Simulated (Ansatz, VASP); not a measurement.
# LiZnI3 in two plane-wave programs, part 2 of 3

Aim: how closely do two programs agree when they are given the same cell, functional and k mesh? The cell is generated by rule, not measured, and may not be a known phase. The cell is taken from a series of runs on this material, whose earlier steps may have relaxed, scaled, displaced or heated it; both programs get it as it stands.

VASP 6.6.1 and Ansatz 0.2.0.

So far: The starting structure; Ansatz: zone-centre phonons, PBEsol.

## 3. VASP: zone-centre phonons, PBEsol

Level of this step: PBEsol; plane waves and PAW (Li_sv, Zn, I); invented cell (VASP).

The same cell, functional, mesh and smearing now go to VASP, with its own data sets.

Lines of VASP's logs that name or quote its potential files are left out, and so is its time.

Contents of INCAR:

```
SYSTEM = LiZnI3
PREC = Accurate
ENCUT = 750
EDIFF = 1E-08
NELM = 120
ISMEAR = 1
SIGMA = 0.2
LREAL = .FALSE.
ALGO = Normal
GGA = PS
NBANDS = 24
LORBIT = 11
LWAVE = .FALSE.
LCHARG = .FALSE.
ISIF = 2
IBRION = 8
LASPH = .TRUE.
GGA_COMPAT = .FALSE.
KPAR = 2
```

Contents of POSCAR:

```
LiZnI3
1.0
    5.5671905569      0.0000000000      0.0000000000
    0.0000000000      5.5671905569      0.0000000000
    0.0000000000      0.0000000000      5.5671905569
Li Zn I
1 1 3
Direct
    0.0000000000      0.0000000000      0.0000000000
    0.5000000000      0.5000000000      0.5000000000
    0.5000000000      0.5000000000      0.0000000000
    0.5000000000      0.0000000000      0.5000000000
    0.0000000000      0.5000000000      0.5000000000
```

Contents of KPOINTS:

```
Automatic mesh
0
Gamma
6 6 6
0 0 0
```

Potentials, in the order of the species: Li_sv, Zn and I (PBE family, release 64).

Launch:

```
$ mpirun -np 2 vasp_std
```

The log of the run:

```text
[banner, memory and clock lines left out]
running    2 mpi-ranks, on    1 nodes
 distrk:  each k-point on    1 cores,    2 groups
 distr:  one band on    1 cores,    1 groups

 POSCAR found type information on POSCAR LiZnI
 POSCAR found :  3 types and       5 ions
|                                                                             |
|               ----> ADVICE to this user running VASP <----                  |
|                                                                             |
|     You enforced a specific xc type in the INCAR file but a different       |
|     [... a line on the potential file left out ...]
|     I HOPE YOU KNOW WHAT YOU ARE DOING!                                     |
|                                                                             |

 LDA part: xc-table for (Slater+PW92), standard interpolation
 POSCAR, INCAR and KPOINTS ok, starting setup
 FFT: planning ... GRIDC
 FFT: planning ... GRID_SOFT
 FFT: planning ... GRID
 WAVECAR not read
 entering main loop
       N       E                     dE             d eps       ncg     rms          rms(c)
DAV:   1     0.258250027896E+03    0.25825E+03   -0.17127E+04   960   0.177E+03
DAV:   2     0.163500241246E+02   -0.24190E+03   -0.23234E+03  1112   0.324E+02
DAV:   3    -0.103004466213E+02   -0.26650E+02   -0.25928E+02  1200   0.988E+01
DAV:   4    -0.116299508082E+02   -0.13295E+01   -0.13257E+01  1552   0.195E+01
DAV:   5    -0.116497160260E+02   -0.19765E-01   -0.19756E-01  1312   0.251E+00    0.682E+00
DAV:   6    -0.111208283735E+02    0.52889E+00   -0.13485E+00  1160   0.274E+01    0.507E+00
DAV:   7    -0.110682453013E+02    0.52583E-01   -0.65360E-01  1224   0.469E+00    0.191E+00
DAV:   8    -0.110655007056E+02    0.27446E-02   -0.24895E-02  1560   0.141E+00    0.658E-01
DAV:   9    -0.110643988475E+02    0.11019E-02   -0.56534E-03  1248   0.887E-01    0.102E-01
DAV:  10    -0.110643983329E+02    0.51461E-06   -0.12350E-03  1392   0.402E-01    0.785E-02
DAV:  11    -0.110644840671E+02   -0.85734E-04   -0.71367E-04  1160   0.162E-01    0.222E-02
DAV:  12    -0.110644819826E+02    0.20845E-05   -0.59549E-05  1504   0.617E-02    0.874E-03
DAV:  13    -0.110644819085E+02    0.74067E-07   -0.15706E-05  1248   0.325E-02    0.756E-03
DAV:  14    -0.110644812168E+02    0.69171E-06   -0.39958E-06  1224   0.209E-02    0.442E-03
DAV:  15    -0.110644812099E+02    0.68803E-08   -0.27609E-07  1240   0.345E-03    0.167E-03
DAV:  16    -0.110644812456E+02   -0.35650E-07   -0.25682E-08  1000   0.983E-04    0.208E-04
DAV:  17    -0.110644812770E+02   -0.31446E-07   -0.54163E-09   768   0.795E-04    0.384E-04
DAV:  18    -0.110644812850E+02   -0.80086E-08   -0.25457E-09   712   0.383E-04
   1 F= -.11064481E+02 E0= -.11067965E+02  d E =0.104499E-01
 Linear response reoptimize wavefunctions to high precision
DAV:   1    -0.110644812862E+02   -0.11792E-08   -0.44077E-10   760   0.194E-04
DAV:   2    -0.110644812861E+02    0.88221E-10   -0.91248E-11   704   0.723E-05
 Linear response DOF=           4
 Linear response progress:
  Degree of freedom:   1/  4
       N       E                     dE             d eps       ncg     rms          rms(c)
RMM:   1    -0.145966273979E+00   -0.14597E+00   -0.62297E-01  2560   0.646E+00
RMM:   2    -0.148517898647E+00   -0.25516E-02   -0.16659E-02  3682   0.375E-01    0.177E-01
RMM:   3    -0.148009073272E+00    0.50883E-03   -0.31878E-03  3966   0.154E-01    0.992E-02
RMM:   4    -0.147469911636E+00    0.53916E-03   -0.90565E-05  3688   0.464E-02    0.763E-03
RMM:   5    -0.147544549812E+00   -0.74638E-04   -0.19379E-05  4154   0.175E-02    0.265E-03
RMM:   6    -0.147771599513E+00   -0.22705E-03   -0.12655E-05  3927   0.127E-02    0.593E-04
RMM:   7    -0.147794381685E+00   -0.22782E-04   -0.95220E-06  4269   0.676E-03    0.331E-04
RMM:   8    -0.147830217360E+00   -0.35836E-04   -0.75788E-06  3981   0.583E-03    0.928E-05
RMM:   9    -0.147827978757E+00    0.22386E-05   -0.68084E-06  4345   0.452E-03    0.643E-05
RMM:  10    -0.147826507791E+00    0.14710E-05   -0.56564E-06  4283   0.395E-03    0.427E-05
RMM:  11    -0.147825940701E+00    0.56709E-06   -0.48697E-06  4317   0.351E-03    0.615E-05
RMM:  12    -0.147825909036E+00    0.31665E-07   -0.41112E-06  4375   0.315E-03    0.858E-05
RMM:  13    -0.147826068165E+00   -0.15913E-06   -0.35482E-06  4015   0.286E-03    0.164E-04
RMM:  14    -0.147826181032E+00   -0.11287E-06   -0.30226E-06  3997   0.259E-03    0.201E-04
RMM:  15    -0.147826633674E+00   -0.45264E-06   -0.26384E-06  3745   0.237E-03    0.206E-04
RMM:  16    -0.147827128748E+00   -0.49507E-06   -0.22654E-06  3802   0.218E-03    0.189E-04
 first order change of Fermi-energy   0.10493E-05
 force on displaced ion       1 direction 1 :   0.714   0.000  -0.000
 Linear response progress:
  Degree of freedom:   2/  4
       N       E                     dE             d eps       ncg     rms          rms(c)
RMM:   1    -0.214580147070E+00   -0.21458E+00   -0.54202E-03  2868   0.163E+00
RMM:   2    -0.213757012483E+00    0.82313E-03   -0.26121E-03  3116   0.232E-01    0.105E-01
RMM:   3    -0.213534095401E+00    0.22292E-03   -0.14372E-04  3428   0.516E-02    0.631E-02
RMM:   4    -0.213186386814E+00    0.34771E-03   -0.19875E-05  3526   0.243E-02    0.354E-03
RMM:   5    -0.213156090476E+00    0.30296E-04   -0.20856E-06  3848   0.607E-03    0.182E-03
RMM:   6    -0.213143724486E+00    0.12366E-04   -0.30070E-07  3933   0.216E-03    0.795E-04
RMM:   7    -0.213140478640E+00    0.32458E-05   -0.28344E-07  3942   0.961E-04    0.139E-04
RMM:   8    -0.213141673230E+00   -0.11946E-05    0.35741E-07  4257   0.383E-04    0.793E-05
RMM:   9    -0.213141872564E+00   -0.19933E-06   -0.67834E-08  4224   0.182E-04    0.191E-05
RMM:  10    -0.213141830035E+00    0.42529E-07    0.28147E-07  4333   0.868E-05    0.862E-06
RMM:  11    -0.213141843170E+00   -0.13135E-07   -0.75127E-08  4474   0.445E-05    0.311E-06
RMM:  12    -0.213141845258E+00   -0.20876E-08    0.86092E-08  4245   0.259E-05    0.206E-06
 first order change of Fermi-energy   0.57869E-04
 force on displaced ion       2 direction 1 :  -0.699  -0.000   0.000
 Linear response progress:
  Degree of freedom:   3/  4
       N       E                     dE             d eps       ncg     rms          rms(c)
RMM:   1    -0.910793865451E-01   -0.91079E-01    0.44914E-02  7010   0.907E-01
RMM:   2    -0.899886834630E-01    0.10907E-02   -0.39197E-03  5814   0.268E-01    0.506E-02
RMM:   3    -0.901722210922E-01   -0.18354E-03   -0.30544E-04  6034   0.735E-02    0.161E-02
RMM:   4    -0.902878021091E-01   -0.11558E-03   -0.38928E-05  6323   0.262E-02    0.954E-03
RMM:   5    -0.904017245809E-01   -0.11392E-03   -0.14108E-05  5984   0.140E-02    0.198E-03
RMM:   6    -0.903952931537E-01    0.64314E-05    0.11385E-06  6656   0.486E-03    0.109E-03
RMM:   7    -0.903929482599E-01    0.23449E-05   -0.29331E-06  6447   0.236E-03    0.281E-04
RMM:   8    -0.903923605819E-01    0.58768E-06    0.11895E-06  6843   0.969E-04    0.135E-04
RMM:   9    -0.903929643079E-01   -0.60373E-06    0.20245E-06  6950   0.452E-04    0.480E-05
RMM:  10    -0.903926364357E-01    0.32787E-06    0.20270E-06  7182   0.215E-04    0.231E-05
RMM:  11    -0.903926665761E-01   -0.30140E-07   -0.42731E-07  7324   0.100E-04    0.478E-06
RMM:  12    -0.903926816730E-01   -0.15097E-07    0.18477E-07  7350   0.517E-05    0.350E-06
RMM:  13    -0.903926629589E-01    0.18714E-07   -0.72895E-08  7109   0.299E-05    0.235E-06
RMM:  14    -0.903926660881E-01   -0.31292E-08    0.65376E-08  6306   0.196E-05    0.615E-07
 first order change of Fermi-energy  -0.18540E-05
 force on displaced ion       3 direction 1 :   0.073   0.000   0.000
 Linear response progress:
  Degree of freedom:   4/  4
       N       E                     dE             d eps       ncg     rms          rms(c)
RMM:   1    -0.897827715954E-01   -0.89783E-01    0.83351E-02  4273   0.104E+00
RMM:   2    -0.886323839947E-01    0.11504E-02   -0.40417E-03  3511   0.279E-01    0.105E-01
RMM:   3    -0.888496945990E-01   -0.21731E-03   -0.56198E-04  3542   0.960E-02    0.741E-02
RMM:   4    -0.890593580176E-01   -0.20966E-03   -0.11452E-04  3609   0.428E-02    0.127E-02
RMM:   5    -0.890499317703E-01    0.94262E-05   -0.94777E-06  3878   0.139E-02    0.564E-03
RMM:   6    -0.890589510319E-01   -0.90193E-05   -0.19261E-06  3992   0.547E-03    0.873E-04
RMM:   7    -0.890588933737E-01    0.57658E-07   -0.54544E-08  4166   0.201E-03    0.316E-04
RMM:   8    -0.890600961042E-01   -0.12027E-05    0.19360E-06  4266   0.887E-04    0.112E-04
RMM:   9    -0.890598650219E-01    0.23108E-06    0.40747E-06  4367   0.422E-04    0.380E-05
RMM:  10    -0.890599964540E-01   -0.13143E-06    0.29737E-06  4326   0.208E-04    0.173E-05
RMM:  11    -0.890600047678E-01   -0.83138E-08    0.15966E-06  4427   0.111E-04    0.139E-05
RMM:  12    -0.890599681592E-01    0.36609E-07    0.60625E-07  4515   0.602E-05    0.392E-06
RMM:  13    -0.890599676554E-01    0.50383E-09    0.46590E-07  4519   0.377E-05    0.196E-06
RMM:  14    -0.890599633131E-01    0.43423E-08    0.17298E-07  3987   0.276E-05    0.178E-06
RMM:  15    -0.890599627187E-01    0.59439E-09    0.14045E-07  3506   0.232E-05    0.674E-07
RMM:  16    -0.890599606209E-01    0.20978E-08    0.34367E-08  3185   0.212E-05    0.536E-07
 first order change of Fermi-energy  -0.23319E-03
 force on displaced ion       3 direction 3 :  -0.000  -0.000  -3.983
 Linear response finished
```

(Part 2 of 3 ends here.)

[Lines on the potential files, build, host, timing and source positions are cut from VASP's logs without a mark.]

[Logs are printed without paths, hosts, clocks, repeated set-up lines and the standing remarks that a program may print on its own settings, such as how far it seeks lower states.]

[Hosts, paths, dates, database ids (printed as entryN), source tags and the programs' standing remarks are cut or masked in the printed files.]
